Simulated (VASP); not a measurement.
These are PBEsol GGA, VASP's PBE PAW potentials (set 64) (plane waves; VASP 6.6.1) values and carry that method's errors.

A VASP calculation is set up with these files.

KPOINTS:
```
Automatic mesh
0
Gamma
13 13 13
0 0 0
```

**POSCAR**
```
N
1.0
 -1.2385620000   1.2385620000   1.2385620000
  1.2385620000  -1.2385620000   1.2385620000
  1.2385620000   1.2385620000  -1.2385620000
N
1
direct
  0.0000000000   0.0000000000   0.0000000000
```

**INCAR**
```
SYSTEM = N
PREC = Accurate
ENCUT = 520
EDIFF = 1E-6
NELM = 100
ALGO = Normal
LREAL = .FALSE.
LASPH = .TRUE.
ISMEAR = 0
SIGMA = 0.05
GGA = PS
LWAVE = .FALSE.
LCHARG = .FALSE.
IBRION = 2
ISIF = 3
NSW = 60
EDIFFG = -0.01
```

POTCAR, in this order: N (PBE.64 set). Program: vasp_std.

The run wrote:

**OSZICAR**
```
       N       E                     dE             d eps       ncg     rms          rms(c)
DAV:   1     0.100472975806E+01    0.10047E+01   -0.24131E+03  1074   0.695E+02
DAV:   2    -0.446699849334E+01   -0.54717E+01   -0.51908E+01  1164   0.900E+01
DAV:   3    -0.453266054397E+01   -0.65662E-01   -0.65465E-01  1350   0.922E+00
DAV:   4    -0.453270265172E+01   -0.42108E-04   -0.42107E-04  1410   0.181E-01
DAV:   5    -0.453270267646E+01   -0.24734E-07   -0.25314E-07  1302   0.302E-03    0.118E+00
DAV:   6    -0.452301376983E+01    0.96889E-02   -0.14966E-02  1098   0.113E+00    0.602E-01
DAV:   7    -0.452130172993E+01    0.17120E-02   -0.91773E-03  1170   0.887E-01    0.119E-01
DAV:   8    -0.452141928275E+01   -0.11755E-03   -0.87096E-05  1140   0.123E-01    0.653E-03
DAV:   9    -0.452141937121E+01   -0.88457E-07   -0.37405E-07  1122   0.659E-03
   1 F= -.45214194E+01 E0= -.45208387E+01  d E =-.452142E+01
       N       E                     dE             d eps       ncg     rms          rms(c)
DAV:   1    -0.473543231839E+01   -0.21401E+00   -0.65919E+00  1008   0.277E+01    0.282E+00
DAV:   2    -0.459722224721E+01    0.13821E+00   -0.16999E-01  1086   0.414E+00    0.128E+00
DAV:   3    -0.456197795852E+01    0.35244E-01   -0.11515E-01  1020   0.319E+00    0.172E-01
DAV:   4    -0.456195380260E+01    0.24156E-04   -0.38561E-04  1098   0.294E-01    0.874E-02
DAV:   5    -0.456195134999E+01    0.24526E-05   -0.25805E-05  1272   0.825E-02    0.739E-03
DAV:   6    -0.456195137086E+01   -0.20874E-07   -0.21017E-07   684   0.544E-03
   2 F= -.45619514E+01 E0= -.45613747E+01  d E =-.405320E-01
       N       E                     dE             d eps       ncg     rms          rms(c)
DAV:   1    -0.457125984133E+01   -0.93085E-02   -0.23919E-01  1008   0.508E+00    0.529E-01
DAV:   2    -0.456628838708E+01    0.49715E-02   -0.63337E-03  1086   0.807E-01    0.240E-01
DAV:   3    -0.456502777037E+01    0.12606E-02   -0.41883E-03  1026   0.604E-01    0.256E-02
DAV:   4    -0.456502641908E+01    0.13513E-05   -0.12564E-05  1116   0.525E-02    0.174E-02
DAV:   5    -0.456502419765E+01    0.22214E-05   -0.14499E-06  1026   0.205E-02    0.163E-03
DAV:   6    -0.456502411358E+01    0.84070E-07   -0.34823E-08   540   0.227E-03
   3 F= -.45650241E+01 E0= -.45644752E+01  d E =-.436047E-01
```

### OUTCAR
```
------------------------ aborting loop because EDIFF is reached ----------------------------------------
  FORCE on cell =-STRESS in cart. coord.  units (eV):
  Direction    XX          YY          ZZ          XY          YZ          ZX
  --------------------------------------------------------------------------------------
  Total        0.0060776      0.0060776      0.0060776      0.0000000      0.0000000      0.0000000
  in kB        1.4143733      1.4143733      1.4143733      0.0000000      0.0000000      0.0000000
  external PRESSURE =       1.4143733 kB  Pullay stress =       0.0000000 kB
  volume of cell :        6.88
      direct lattice vectors                 reciprocal lattice vectors
    -1.198409976  1.198409976  1.198409976     0.000000000  0.417219491  0.417219491
     1.198409976 -1.198409976  1.198409976     0.417219491  0.000000000  0.417219491
     1.198409976  1.198409976 -1.198409976     0.417219491  0.417219491  0.000000000
 POSITION                                       TOTAL-FORCE (eV/Angst)
 -----------------------------------------------------------------------------------
      0.00000      0.00000      0.00000        -0.000000      0.000000      0.000000
 -----------------------------------------------------------------------------------
    total drift:                               -0.000000     -0.000000     -0.000000
  FREE ENERGIE OF THE ION-ELECTRON SYSTEM (eV)
  ---------------------------------------------------
  free  energy   TOTEN  =        -4.5650241136 eV

  energy  without entropy=       -4.5639262561  energy(sigma->0) =       -4.56447518

 reached required accuracy - stopping structural energy minimisation
```
(Selected blocks of OUTCAR.)

CONTCAR:
```
N
   1.00000000000000
    -1.1984099760226623    1.1984099760226623    1.1984099760226623
     1.1984099760226623   -1.1984099760226623    1.1984099760226623
     1.1984099760226623    1.1984099760226623   -1.1984099760226623
  N
     1
Direct
     0.0000000000000000    0.0000000000000000    0.0000000000000000
```

Energy and stress use the plane-wave basis of the starting cell.

The structure was generated: N was put into the bcc type (Im-3m), which need not be its known phase. This run relaxes it. Symmetry was kept, so distortions that lower it aren't found.
